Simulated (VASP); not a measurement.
Level of theory: PBE GGA, VASP's PBE PAW potentials (set 64) (plane waves; VASP).

VASP input:

**INCAR**
```
ALGO = Normal
EDIFF = 1E-6
ENCUT = 300
GGA = PE
ISIF = 2
ISMEAR = 0
ISPIN = 2
LASPH = .True.
LCHARG = .False.
LMAXMIX = 4
LORBIT = 11
LREAL = .False.
LWAVE = .False.
NELM = 100
PREC = Accurate
SIGMA = 0.05
SYSTEM = AlFe
```

KPOINTS:
```
Regular mesh
0
G
 11 11 11
0 0 0
```

File POSCAR:
```
AlFe
1.0
  2.9075420000   0.0000000000   0.0000000000
  0.0000000000   2.9075420000   0.0000000000
  0.0000000000   0.0000000000   2.9075420000
Al Fe
1 1
direct
  0.0000000000   0.0000000000   0.0000000000
  0.5000000000   0.5000000000   0.5000000000
```

POTCAR, in this order: Al Fe (PBE.64 set). Program: vasp_std. The INCAR's line for the spin-polarised start is left out here.

Q: What will the output report for the number of irreducible k-points (NKPTS), largest plane-wave count, number of space-group operations, FFT grid (NGX, NGY, NGZ)?

A: 
The number of irreducible k-points (NKPTS) is 56 and the largest plane-wave count is 296. The number of space-group operations comes out as 48 and the FFT grid (NGX, NGY, NGZ) is 16 × 16 × 16.

The structure comes from a computed database's AlFe entry; how it stands against other phases isn't given here. The cell was not relaxed at this level. The run is one of a series of settings (SIGMA = 0.05 against the base run), some of them coarse on purpose.
